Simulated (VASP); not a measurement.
Level of theory: PW91 GGA, VASP's PBE PAW potentials (set 64) (plane waves; VASP).

The input files of a VASP run:

### POSCAR
```
Er
1
    1.7800000000    -3.0830500000     0.0000000000
    1.7800000000     3.0830500000     0.0000000000
    0.0000000000     0.0000000000     5.5900000000
Er
2
Direct
  0.3333330000   0.6666670000   0.2500000000
  0.6666670000   0.3333330000   0.7500000000
```

KPOINTS:
```
Automatic mesh
0
Gamma
11 11 6
```

**INCAR**
```
SYSTEM = Er
PREC = Accurate; ENCUT = 520; LREAL = .FALSE.
LASPH = .TRUE.
EDIFF = 1E-6; NELM = 100; ALGO = Normal
LMAXMIX = 6
ISMEAR = 1; SIGMA = 0.1
GGA = 91
IBRION = 2; NSW = 60; ISIF = 3
EDIFFG = -0.01
LWAVE = .FALSE.; LCHARG = .FALSE.
```

POTCAR, in this order: Er_3 (PBE.64 set). Program: vasp_std.

Problem. What will the output report for the number of irreducible k-points (NKPTS), largest plane-wave count, number of space-group operations, FFT grid (NGX, NGY, NGZ)?

Solution. 
number of irreducible k-points (NKPTS): 64
largest plane-wave count: 1683
number of space-group operations: 24
FFT grid (NGX, NGY, NGZ): 28 × 28 × 42

The compound is Er in the hcp structure. This run relaxes it. Symmetry was kept, so distortions that lower it aren't found. The 4f electrons are frozen in the core of the lanthanide potential, so 4f levels, which can set the real gap, and their magnetism are missing.
